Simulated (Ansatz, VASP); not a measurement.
# Sn in two plane-wave programs

One calculation is typed for both programs; each brings its own data sets. How far apart do they land? The cell is taken from a series of runs on this material, whose earlier steps may have relaxed, scaled, displaced or heated it; both programs get it as it stands.

Method: plane waves, with VASP 6.6.1 beside it; zone-centre phonons at LDA, in Ansatz 0.2.0.

### Step 1. The structure

It takes space group Imma (No. 74, orthorhombic). The conventional cell has a = 4.573 Å, b = 4.668 Å, c = 6.409 Å, α = 90.00°, β = 90.00°, γ = 90.00°. Nearest to Sn lie 4 Sn at 2.80 to 2.82 Å.

Structure file:

```xyz
2
Lattice="0.0335 3.2673 3.2047 3.2673 0.0335 3.2047 3.3008 3.3008 0.0000" Properties=species:S:1:pos:R:3 pbc="T T T"
Sn    3.3006    3.3006    3.2156
Sn    4.9514    4.9514    4.7961
```

### Step 2. VASP: zone-centre phonons, LDA

Second derivatives magnify differences that forces hide, and they need a tight electronic threshold.

Lines of VASP's logs that name or quote its potential files are left out, and so is its time.

File INCAR:

```
SYSTEM = Sn
PREC = Accurate
ENCUT = 500
EDIFF = 1E-08
NELM = 120
ISMEAR = 0
SIGMA = 0.015
LREAL = .FALSE.
ALGO = Normal
GGA = CA
NBANDS = 20
LORBIT = 11
LWAVE = .FALSE.
LCHARG = .FALSE.
ISIF = 2
ISYM = 2
IBRION = 8
LASPH = .TRUE.
GGA_COMPAT = .FALSE.
KPAR = 2
```

File POSCAR:

```
Sn
1.0
    0.0335122208      3.2672711127      3.2046767359
    3.2672711127      0.0335122208      3.2046767359
    3.3007833335      3.3007833335      0.0000000000
Sn
2
Direct
    0.5017020898      0.5017020898      0.4982423408
    0.7482979102      0.7482979102      0.7517576592
```

File KPOINTS:

```
Points of the shifted mesh
1728
Reciprocal
 0.0416666667  0.0416666667  0.0416666667 1
 0.0416666667  0.0416666667  0.1250000000 1
 0.0416666667  0.0416666667  0.2083333333 1
 0.0416666667  0.0416666667  0.2916666667 1
 0.0416666667  0.0416666667  0.3750000000 1
 0.0416666667  0.0416666667  0.4583333333 1
 0.0416666667  0.0416666667  0.5416666667 1
 0.0416666667  0.0416666667  0.6250000000 1
 0.0416666667  0.0416666667  0.7083333333 1
 0.0416666667  0.0416666667  0.7916666667 1
 0.0416666667  0.0416666667  0.8750000000 1
 0.0416666667  0.0416666667  0.9583333333 1
 0.0416666667  0.1250000000  0.0416666667 1
 0.0416666667  0.1250000000  0.1250000000 1
 0.0416666667  0.1250000000  0.2083333333 1
 0.0416666667  0.1250000000  0.2916666667 1
 0.0416666667  0.1250000000  0.3750000000 1
 0.0416666667  0.1250000000  0.4583333333 1
 0.0416666667  0.1250000000  0.5416666667 1
 0.0416666667  0.1250000000  0.6250000000 1
 0.0416666667  0.1250000000  0.7083333333 1
 0.0416666667  0.1250000000  0.7916666667 1
 0.0416666667  0.1250000000  0.8750000000 1
 0.0416666667  0.1250000000  0.9583333333 1
 0.0416666667  0.2083333333  0.0416666667 1
 0.0416666667  0.2083333333  0.1250000000 1
 0.0416666667  0.2083333333  0.2083333333 1
 0.0416666667  0.2083333333  0.2916666667 1
 0.0416666667  0.2083333333  0.3750000000 1
 0.0416666667  0.2083333333  0.4583333333 1
 0.0416666667  0.2083333333  0.5416666667 1
 0.0416666667  0.2083333333  0.6250000000 1
 0.0416666667  0.2083333333  0.7083333333 1
 0.0416666667  0.2083333333  0.7916666667 1
 0.0416666667  0.2083333333  0.8750000000 1
 0.0416666667  0.2083333333  0.9583333333 1
 0.0416666667  0.2916666667  0.0416666667 1
 0.0416666667  0.2916666667  0.1250000000 1
 0.0416666667  0.2916666667  0.2083333333 1
 0.0416666667  0.2916666667  0.2916666667 1
 0.0416666667  0.2916666667  0.3750000000 1
 0.0416666667  0.2916666667  0.4583333333 1
 0.0416666667  0.2916666667  0.5416666667 1
 0.0416666667  0.2916666667  0.6250000000 1
 0.0416666667  0.2916666667  0.7083333333 1
 0.0416666667  0.2916666667  0.7916666667 1
 0.0416666667  0.2916666667  0.8750000000 1
 0.0416666667  0.2916666667  0.9583333333 1
 0.0416666667  0.3750000000  0.0416666667 1
 0.0416666667  0.3750000000  0.1250000000 1
 0.0416666667  0.3750000000  0.2083333333 1
 0.0416666667  0.3750000000  0.2916666667 1
 0.0416666667  0.3750000000  0.3750000000 1
 0.0416666667  0.3750000000  0.4583333333 1
 0.0416666667  0.3750000000  0.5416666667 1
 0.0416666667  0.3750000000  0.6250000000 1
 0.0416666667  0.3750000000  0.7083333333 1
 0.0416666667  0.3750000000  0.7916666667 1
 0.0416666667  0.3750000000  0.8750000000 1
 0.0416666667  0.3750000000  0.9583333333 1
 0.0416666667  0.4583333333  0.0416666667 1
 0.0416666667  0.4583333333  0.1250000000 1
 0.0416666667  0.4583333333  0.2083333333 1
 0.0416666667  0.4583333333  0.2916666667 1
 0.0416666667  0.4583333333  0.3750000000 1
 0.0416666667  0.4583333333  0.4583333333 1
 0.0416666667  0.4583333333  0.5416666667 1
 0.0416666667  0.4583333333  0.6250000000 1
 0.0416666667  0.4583333333  0.7083333333 1
 0.0416666667  0.4583333333  0.7916666667 1
 0.0416666667  0.4583333333  0.8750000000 1
 0.0416666667  0.4583333333  0.9583333333 1
 0.0416666667  0.5416666667  0.0416666667 1
 0.0416666667  0.5416666667  0.1250000000 1
 0.0416666667  0.5416666667  0.2083333333 1
 0.0416666667  0.5416666667  0.2916666667 1
 0.0416666667  0.5416666667  0.3750000000 1
 0.0416666667  0.5416666667  0.4583333333 1
 0.0416666667  0.5416666667  0.5416666667 1
 0.0416666667  0.5416666667  0.6250000000 1
 0.0416666667  0.5416666667  0.7083333333 1
 0.0416666667  0.5416666667  0.7916666667 1
 0.0416666667  0.5416666667  0.8750000000 1
 0.0416666667  0.5416666667  0.9583333333 1
 0.0416666667  0.6250000000  0.0416666667 1
 0.0416666667  0.6250000000  0.1250000000 1
 0.0416666667  0.6250000000  0.2083333333 1
 0.0416666667  0.6250000000  0.2916666667 1
 0.0416666667  0.6250000000  0.3750000000 1
 0.0416666667  0.6250000000  0.4583333333 1
 0.0416666667  0.6250000000  0.5416666667 1
 0.0416666667  0.6250000000  0.6250000000 1
 0.0416666667  0.6250000000  0.7083333333 1
 0.0416666667  0.6250000000  0.7916666667 1
 0.0416666667  0.6250000000  0.8750000000 1
 0.0416666667  0.6250000000  0.9583333333 1
 0.0416666667  0.7083333333  0.0416666667 1
 0.0416666667  0.7083333333  0.1250000000 1
 0.0416666667  0.7083333333  0.2083333333 1
 0.0416666667  0.7083333333  0.2916666667 1
 0.0416666667  0.7083333333  0.3750000000 1
 0.0416666667  0.7083333333  0.4583333333 1
 0.0416666667  0.7083333333  0.5416666667 1
 0.0416666667  0.7083333333  0.6250000000 1
 0.0416666667  0.7083333333  0.7083333333 1
 0.0416666667  0.7083333333  0.7916666667 1
 0.0416666667  0.7083333333  0.8750000000 1
 0.0416666667  0.7083333333  0.9583333333 1
 0.0416666667  0.7916666667  0.0416666667 1
 0.0416666667  0.7916666667  0.1250000000 1
 0.0416666667  0.7916666667  0.2083333333 1
 0.0416666667  0.7916666667  0.2916666667 1
[... 1390 lines left out ...]
 0.8750000000  0.4583333333  0.1250000000 1
 0.8750000000  0.4583333333  0.2083333333 1
 0.8750000000  0.4583333333  0.2916666667 1
 0.8750000000  0.4583333333  0.3750000000 1
 0.8750000000  0.4583333333  0.4583333333 1
 0.8750000000  0.4583333333  0.5416666667 1
 0.8750000000  0.4583333333  0.6250000000 1
 0.8750000000  0.4583333333  0.7083333333 1
 0.8750000000  0.4583333333  0.7916666667 1
 0.8750000000  0.4583333333  0.8750000000 1
 0.8750000000  0.4583333333  0.9583333333 1
 0.8750000000  0.5416666667  0.0416666667 1
 0.8750000000  0.5416666667  0.1250000000 1
 0.8750000000  0.5416666667  0.2083333333 1
 0.8750000000  0.5416666667  0.2916666667 1
 0.8750000000  0.5416666667  0.3750000000 1
 0.8750000000  0.5416666667  0.4583333333 1
 0.8750000000  0.5416666667  0.5416666667 1
 0.8750000000  0.5416666667  0.6250000000 1
 0.8750000000  0.5416666667  0.7083333333 1
 0.8750000000  0.5416666667  0.7916666667 1
 0.8750000000  0.5416666667  0.8750000000 1
 0.8750000000  0.5416666667  0.9583333333 1
 0.8750000000  0.6250000000  0.0416666667 1
 0.8750000000  0.6250000000  0.1250000000 1
 0.8750000000  0.6250000000  0.2083333333 1
 0.8750000000  0.6250000000  0.2916666667 1
 0.8750000000  0.6250000000  0.3750000000 1
 0.8750000000  0.6250000000  0.4583333333 1
 0.8750000000  0.6250000000  0.5416666667 1
 0.8750000000  0.6250000000  0.6250000000 1
 0.8750000000  0.6250000000  0.7083333333 1
 0.8750000000  0.6250000000  0.7916666667 1
 0.8750000000  0.6250000000  0.8750000000 1
 0.8750000000  0.6250000000  0.9583333333 1
 0.8750000000  0.7083333333  0.0416666667 1
 0.8750000000  0.7083333333  0.1250000000 1
 0.8750000000  0.7083333333  0.2083333333 1
 0.8750000000  0.7083333333  0.2916666667 1
 0.8750000000  0.7083333333  0.3750000000 1
 0.8750000000  0.7083333333  0.4583333333 1
 0.8750000000  0.7083333333  0.5416666667 1
 0.8750000000  0.7083333333  0.6250000000 1
 0.8750000000  0.7083333333  0.7083333333 1
 0.8750000000  0.7083333333  0.7916666667 1
 0.8750000000  0.7083333333  0.8750000000 1
 0.8750000000  0.7083333333  0.9583333333 1
 0.8750000000  0.7916666667  0.0416666667 1
 0.8750000000  0.7916666667  0.1250000000 1
 0.8750000000  0.7916666667  0.2083333333 1
 0.8750000000  0.7916666667  0.2916666667 1
 0.8750000000  0.7916666667  0.3750000000 1
 0.8750000000  0.7916666667  0.4583333333 1
 0.8750000000  0.7916666667  0.5416666667 1
 0.8750000000  0.7916666667  0.6250000000 1
 0.8750000000  0.7916666667  0.7083333333 1
 0.8750000000  0.7916666667  0.7916666667 1
 0.8750000000  0.7916666667  0.8750000000 1
 0.8750000000  0.7916666667  0.9583333333 1
 0.8750000000  0.8750000000  0.0416666667 1
 0.8750000000  0.8750000000  0.1250000000 1
 0.8750000000  0.8750000000  0.2083333333 1
 0.8750000000  0.8750000000  0.2916666667 1
 0.8750000000  0.8750000000  0.3750000000 1
 0.8750000000  0.8750000000  0.4583333333 1
 0.8750000000  0.8750000000  0.5416666667 1
 0.8750000000  0.8750000000  0.6250000000 1
 0.8750000000  0.8750000000  0.7083333333 1
 0.8750000000  0.8750000000  0.7916666667 1
 0.8750000000  0.8750000000  0.8750000000 1
 0.8750000000  0.8750000000  0.9583333333 1
 0.8750000000  0.9583333333  0.0416666667 1
 0.8750000000  0.9583333333  0.1250000000 1
 0.8750000000  0.9583333333  0.2083333333 1
 0.8750000000  0.9583333333  0.2916666667 1
 0.8750000000  0.9583333333  0.3750000000 1
 0.8750000000  0.9583333333  0.4583333333 1
 0.8750000000  0.9583333333  0.5416666667 1
 0.8750000000  0.9583333333  0.6250000000 1
 0.8750000000  0.9583333333  0.7083333333 1
 0.8750000000  0.9583333333  0.7916666667 1
 0.8750000000  0.9583333333  0.8750000000 1
 0.8750000000  0.9583333333  0.9583333333 1
 0.9583333333  0.0416666667  0.0416666667 1
 0.9583333333  0.0416666667  0.1250000000 1
 0.9583333333  0.0416666667  0.2083333333 1
 0.9583333333  0.0416666667  0.2916666667 1
 0.9583333333  0.0416666667  0.3750000000 1
 0.9583333333  0.0416666667  0.4583333333 1
 0.9583333333  0.0416666667  0.5416666667 1
 0.9583333333  0.0416666667  0.6250000000 1
 0.9583333333  0.0416666667  0.7083333333 1
 0.9583333333  0.0416666667  0.7916666667 1
 0.9583333333  0.0416666667  0.8750000000 1
 0.9583333333  0.0416666667  0.9583333333 1
 0.9583333333  0.1250000000  0.0416666667 1
 0.9583333333  0.1250000000  0.1250000000 1
 0.9583333333  0.1250000000  0.2083333333 1
 0.9583333333  0.1250000000  0.2916666667 1
 0.9583333333  0.1250000000  0.3750000000 1
 0.9583333333  0.1250000000  0.4583333333 1
 0.9583333333  0.1250000000  0.5416666667 1
 0.9583333333  0.1250000000  0.6250000000 1
 0.9583333333  0.1250000000  0.7083333333 1
 0.9583333333  0.1250000000  0.7916666667 1
 0.9583333333  0.1250000000  0.8750000000 1
 0.9583333333  0.1250000000  0.9583333333 1
 0.9583333333  0.2083333333  0.0416666667 1
 0.9583333333  0.2083333333  0.1250000000 1
 0.9583333333  0.2083333333  0.2083333333 1
 0.9583333333  0.2083333333  0.2916666667 1
 0.9583333333  0.2083333333  0.3750000000 1
 0.9583333333  0.2083333333  0.4583333333 1
 0.9583333333  0.2083333333  0.5416666667 1
 0.9583333333  0.2083333333  0.6250000000 1
 0.9583333333  0.2083333333  0.7083333333 1
 0.9583333333  0.2083333333  0.7916666667 1
 0.9583333333  0.2083333333  0.8750000000 1
 0.9583333333  0.2083333333  0.9583333333 1
 0.9583333333  0.2916666667  0.0416666667 1
 0.9583333333  0.2916666667  0.1250000000 1
 0.9583333333  0.2916666667  0.2083333333 1
 0.9583333333  0.2916666667  0.2916666667 1
 0.9583333333  0.2916666667  0.3750000000 1
 0.9583333333  0.2916666667  0.4583333333 1
 0.9583333333  0.2916666667  0.5416666667 1
 0.9583333333  0.2916666667  0.6250000000 1
 0.9583333333  0.2916666667  0.7083333333 1
 0.9583333333  0.2916666667  0.7916666667 1
 0.9583333333  0.2916666667  0.8750000000 1
 0.9583333333  0.2916666667  0.9583333333 1
 0.9583333333  0.3750000000  0.0416666667 1
 0.9583333333  0.3750000000  0.1250000000 1
 0.9583333333  0.3750000000  0.2083333333 1
 0.9583333333  0.3750000000  0.2916666667 1
 0.9583333333  0.3750000000  0.3750000000 1
 0.9583333333  0.3750000000  0.4583333333 1
 0.9583333333  0.3750000000  0.5416666667 1
 0.9583333333  0.3750000000  0.6250000000 1
 0.9583333333  0.3750000000  0.7083333333 1
 0.9583333333  0.3750000000  0.7916666667 1
 0.9583333333  0.3750000000  0.8750000000 1
 0.9583333333  0.3750000000  0.9583333333 1
 0.9583333333  0.4583333333  0.0416666667 1
 0.9583333333  0.4583333333  0.1250000000 1
 0.9583333333  0.4583333333  0.2083333333 1
 0.9583333333  0.4583333333  0.2916666667 1
 0.9583333333  0.4583333333  0.3750000000 1
 0.9583333333  0.4583333333  0.4583333333 1
 0.9583333333  0.4583333333  0.5416666667 1
 0.9583333333  0.4583333333  0.6250000000 1
 0.9583333333  0.4583333333  0.7083333333 1
 0.9583333333  0.4583333333  0.7916666667 1
 0.9583333333  0.4583333333  0.8750000000 1
 0.9583333333  0.4583333333  0.9583333333 1
 0.9583333333  0.5416666667  0.0416666667 1
 0.9583333333  0.5416666667  0.1250000000 1
 0.9583333333  0.5416666667  0.2083333333 1
 0.9583333333  0.5416666667  0.2916666667 1
 0.9583333333  0.5416666667  0.3750000000 1
 0.9583333333  0.5416666667  0.4583333333 1
 0.9583333333  0.5416666667  0.5416666667 1
 0.9583333333  0.5416666667  0.6250000000 1
 0.9583333333  0.5416666667  0.7083333333 1
 0.9583333333  0.5416666667  0.7916666667 1
 0.9583333333  0.5416666667  0.8750000000 1
 0.9583333333  0.5416666667  0.9583333333 1
 0.9583333333  0.6250000000  0.0416666667 1
 0.9583333333  0.6250000000  0.1250000000 1
 0.9583333333  0.6250000000  0.2083333333 1
 0.9583333333  0.6250000000  0.2916666667 1
 0.9583333333  0.6250000000  0.3750000000 1
 0.9583333333  0.6250000000  0.4583333333 1
 0.9583333333  0.6250000000  0.5416666667 1
 0.9583333333  0.6250000000  0.6250000000 1
 0.9583333333  0.6250000000  0.7083333333 1
 0.9583333333  0.6250000000  0.7916666667 1
 0.9583333333  0.6250000000  0.8750000000 1
 0.9583333333  0.6250000000  0.9583333333 1
 0.9583333333  0.7083333333  0.0416666667 1
 0.9583333333  0.7083333333  0.1250000000 1
 0.9583333333  0.7083333333  0.2083333333 1
 0.9583333333  0.7083333333  0.2916666667 1
 0.9583333333  0.7083333333  0.3750000000 1
 0.9583333333  0.7083333333  0.4583333333 1
 0.9583333333  0.7083333333  0.5416666667 1
 0.9583333333  0.7083333333  0.6250000000 1
 0.9583333333  0.7083333333  0.7083333333 1
 0.9583333333  0.7083333333  0.7916666667 1
 0.9583333333  0.7083333333  0.8750000000 1
 0.9583333333  0.7083333333  0.9583333333 1
 0.9583333333  0.7916666667  0.0416666667 1
 0.9583333333  0.7916666667  0.1250000000 1
 0.9583333333  0.7916666667  0.2083333333 1
 0.9583333333  0.7916666667  0.2916666667 1
 0.9583333333  0.7916666667  0.3750000000 1
 0.9583333333  0.7916666667  0.4583333333 1
 0.9583333333  0.7916666667  0.5416666667 1
 0.9583333333  0.7916666667  0.6250000000 1
 0.9583333333  0.7916666667  0.7083333333 1
 0.9583333333  0.7916666667  0.7916666667 1
 0.9583333333  0.7916666667  0.8750000000 1
 0.9583333333  0.7916666667  0.9583333333 1
 0.9583333333  0.8750000000  0.0416666667 1
 0.9583333333  0.8750000000  0.1250000000 1
 0.9583333333  0.8750000000  0.2083333333 1
 0.9583333333  0.8750000000  0.2916666667 1
 0.9583333333  0.8750000000  0.3750000000 1
 0.9583333333  0.8750000000  0.4583333333 1
 0.9583333333  0.8750000000  0.5416666667 1
 0.9583333333  0.8750000000  0.6250000000 1
 0.9583333333  0.8750000000  0.7083333333 1
 0.9583333333  0.8750000000  0.7916666667 1
 0.9583333333  0.8750000000  0.8750000000 1
 0.9583333333  0.8750000000  0.9583333333 1
 0.9583333333  0.9583333333  0.0416666667 1
 0.9583333333  0.9583333333  0.1250000000 1
 0.9583333333  0.9583333333  0.2083333333 1
 0.9583333333  0.9583333333  0.2916666667 1
 0.9583333333  0.9583333333  0.3750000000 1
 0.9583333333  0.9583333333  0.4583333333 1
 0.9583333333  0.9583333333  0.5416666667 1
 0.9583333333  0.9583333333  0.6250000000 1
 0.9583333333  0.9583333333  0.7083333333 1
 0.9583333333  0.9583333333  0.7916666667 1
 0.9583333333  0.9583333333  0.8750000000 1
 0.9583333333  0.9583333333  0.9583333333 1
```

The projector-augmented-wave data sets are Sn_d (LDA family, release 64).

Launch:

```bash
$ mpirun -np 2 vasp_std
```

Numbers of over 12 decimals in the logs are rounded to 6 here.

What it wrote:

```text
[banner, memory and clock lines left out]
running    2 mpi-ranks, on    1 nodes
 distrk:  each k-point on    1 cores,    2 groups
 distr:  one band on    1 cores,    1 groups

 POSCAR found type information on POSCAR Sn
 POSCAR found :  1 types and       2 ions
 LDA part: xc-table for (Slater(with rela. corr.)+CA(PZ))
 , standard interpolation
 POSCAR, INCAR and KPOINTS ok, starting setup
 FFT: planning ... GRIDC
 FFT: planning ... GRID_SOFT
 FFT: planning ... GRID
 WAVECAR not read
 entering main loop
       N       E                     dE             d eps       ncg     rms          rms(c)
DAV:   1     0.222412082514E+03    0.22241E+03   -0.14802E+04 69540   0.200E+03
DAV:   2     0.147965552583E+02   -0.20762E+03   -0.20382E+03 69324   0.441E+02
DAV:   3    -0.828648442649E+01   -0.23083E+02   -0.22942E+02 78972   0.143E+02
DAV:   4    -0.903786277972E+01   -0.75138E+00   -0.75102E+00 78496   0.293E+01
DAV:   5    -0.906398256683E+01   -0.26120E-01   -0.26119E-01 94220   0.535E+00    0.330E+00
DAV:   6    -0.897894403951E+01    0.85039E-01   -0.42786E-02 87596   0.227E+00    0.185E+00
DAV:   7    -0.893702540941E+01    0.41919E-01   -0.62263E-02 71812   0.225E+00    0.147E-01
DAV:   8    -0.893757957490E+01   -0.55417E-03   -0.54251E-03 79724   0.832E-01    0.542E-02
DAV:   9    -0.893766538148E+01   -0.85807E-04   -0.18437E-04 90788   0.102E-01    0.159E-02
DAV:  10    -0.893766713979E+01   -0.17583E-05   -0.15621E-05 89400   0.457E-02    0.386E-03
DAV:  11    -0.893766753258E+01   -0.39279E-06   -0.13639E-06 76668   0.794E-03    0.185E-03
DAV:  12    -0.893766752528E+01    0.73005E-08   -0.10719E-07 85724   0.252E-03    0.509E-04
DAV:  13    -0.893766752765E+01   -0.23738E-08   -0.11035E-08 61276   0.904E-04
   1 F= -.89376675E+01 E0= -.89376534E+01  d E =-.281630E-04
 Linear response reoptimize wavefunctions to high precision
DAV:   1    -0.893766752773E+01   -0.76852E-10   -0.25291E-09 56296   0.451E-04
DAV:   2    -0.893766752776E+01   -0.35470E-10   -0.44336E-10 41496   0.231E-04
 Linear response DOF=           2
 Linear response progress:
  Degree of freedom:   1/  2
       N       E                     dE             d eps       ncg     rms          rms(c)
RMM:   1    -0.216538458202E+00   -0.21654E+00    0.59066E-01 86756   0.102E+01
RMM:   2    -0.223382126506E+00   -0.68437E-02   -0.20271E-02121136   0.119E+00    0.694E-02
RMM:   3    -0.223557667919E+00   -0.17554E-03   -0.16672E-03127210   0.329E-01    0.321E-02
RMM:   4    -0.223470203317E+00    0.87465E-04   -0.11720E-04126988   0.994E-02    0.109E-02
RMM:   5    -0.223466415169E+00    0.37881E-05   -0.15959E-05130167   0.329E-02    0.392E-03
RMM:   6    -0.223469344771E+00   -0.29296E-05   -0.12053E-06128411   0.970E-03    0.175E-03
RMM:   7    -0.223469824765E+00   -0.47999E-06   -0.28891E-07128163   0.351E-03    0.384E-04
RMM:   8    -0.223467548104E+00    0.22767E-05   -0.11414E-08131269   0.129E-03    0.237E-04
RMM:   9    -0.223466467050E+00    0.10811E-05   -0.38173E-08131811   0.511E-04    0.393E-05
RMM:  10    -0.223466684006E+00   -0.21696E-06    0.26490E-08137060   0.222E-04    0.308E-05
RMM:  11    -0.223466570141E+00    0.11386E-06    0.29046E-08133182   0.116E-04    0.787E-06
RMM:  12    -0.223466560485E+00    0.96562E-08    0.61869E-08142600   0.678E-05    0.513E-06
 first order change of Fermi-energy   0.44933E+00
 force on displaced ion       1 direction 1 :  -7.532   0.142  -0.074
 Linear response progress:
  Degree of freedom:   2/  2
       N       E                     dE             d eps       ncg     rms          rms(c)
RMM:   1    -0.216374761839E+00   -0.21637E+00    0.61230E-01 86710   0.103E+01
RMM:   2    -0.223237606103E+00   -0.68628E-02   -0.20201E-02121046   0.118E+00    0.695E-02
RMM:   3    -0.223404251437E+00   -0.16665E-03   -0.16660E-03127255   0.329E-01    0.321E-02
RMM:   4    -0.223310601265E+00    0.93650E-04   -0.11862E-04126979   0.994E-02    0.109E-02
RMM:   5    -0.223304505342E+00    0.60959E-05   -0.15950E-05130006   0.327E-02    0.391E-03
RMM:   6    -0.223307241350E+00   -0.27360E-05   -0.14692E-06128698   0.963E-03    0.174E-03
RMM:   7    -0.223307612680E+00   -0.37133E-06   -0.24898E-07128125   0.345E-03    0.399E-04
RMM:   8    -0.223305472535E+00    0.21401E-05   -0.64403E-08131140   0.126E-03    0.262E-04
RMM:   9    -0.223304330987E+00    0.11415E-05   -0.28512E-08131507   0.497E-04    0.382E-05
RMM:  10    -0.223304565468E+00   -0.23448E-06   -0.23527E-08136823   0.213E-04    0.306E-05
RMM:  11    -0.223304474041E+00    0.91427E-07    0.35972E-09133398   0.110E-04    0.700E-06
RMM:  12    -0.223304474103E+00   -0.62173E-10    0.10533E-08140789   0.644E-05    0.479E-06
 first order change of Fermi-energy  -0.91454E+00
 force on displaced ion       1 direction 3 :  -0.109  -0.109  -7.371
 Linear response finished
```

(Continued in part 2 of 2.)

[Lines on the potential files, build, host, timing and source positions are cut from VASP's logs without a mark.]

[Logs are printed without paths, hosts, clocks, repeated set-up lines and the standing remarks that a program may print on its own settings, such as how far it seeks lower states.]

[Hosts, paths, dates, database ids (printed as entryN), source tags and the programs' standing remarks are cut or masked in the printed files.]
